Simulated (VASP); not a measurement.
Energy against volume of Pt (fcc). Method: r2SCAN+rVV10, VASP's PBE PAW potentials (set 64) (plane waves; VASP).

| V (Å³/atom) | E (eV/atom) |
|---|---|
| 14.299 | -51.28924 |
| 14.756 | -51.33199 |
| 15.212 | -51.34521 |
| 15.669 | -51.33406 |
| 16.125 | -51.30287 |

Task: Fit a third-order Birch-Murnaghan equation of state.

Result: 
```yaml
volume_per_atom: 15.22 Å³/atom
bulk_modulus: 284 GPa
pressure_derivative_of_the_bulk_modulus: 5.44
lattice_constant_a: 3.934 Å
```

Measured: bulk modulus 289 GPa at 0 K (computed value off by -1.8 %), as given by H. Levämäki et al., Physical Review B (2014), arXiv:1402.3671 [corrected for temperature and zero-point phonon effects]; a 3.913 Å at 0 K (computed value off by +0.5 %), as given by Daniel Mejia-Rodriguez et al., Physical Review B (2018), arXiv:1807.09216 [static lattice: zero-point anharmonic expansion removed].

The compound is Pt in the fcc structure. It was relaxed first.
